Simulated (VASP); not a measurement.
Input:

```xyz
1
Lattice="-1.6422 1.6422 2.5434 1.6422 -1.6422 2.5434 1.6422 1.6422 -2.5434" Properties=species:S:1:pos:R:3 pbc="T T T"
In     0.0000     0.0000     0.0000
```

The numbers are results of PW91 GGA, VASP's PBE PAW potentials (set 64) (plane waves; VASP), not measurements. Settings: 520 eV cut-off, Gaussian smearing of 0.050 eV, potentials In_d.

**Question.** Give the energies of bands 6 to 9 at the high-symmetry points, in eV from the Fermi level.

**Answer.** 
```csv
band,Γ,X,P,N,M,S,R
6,-9.21,-1.75,-1.33,-4.28,-3.17,-2.67,-1.85
7,10.09,-1.67,0.01,-3.14,-2.57,-1.17,-0.10
8,10.09,3.31,0.01,7.01,4.76,-0.45,0.14
9,10.24,3.85,1.84,8.94,4.76,6.12,1.36
```

It has no gap at this level: it comes out as a metal or semimetal.

The compound is In in the bct structure. It was relaxed first.
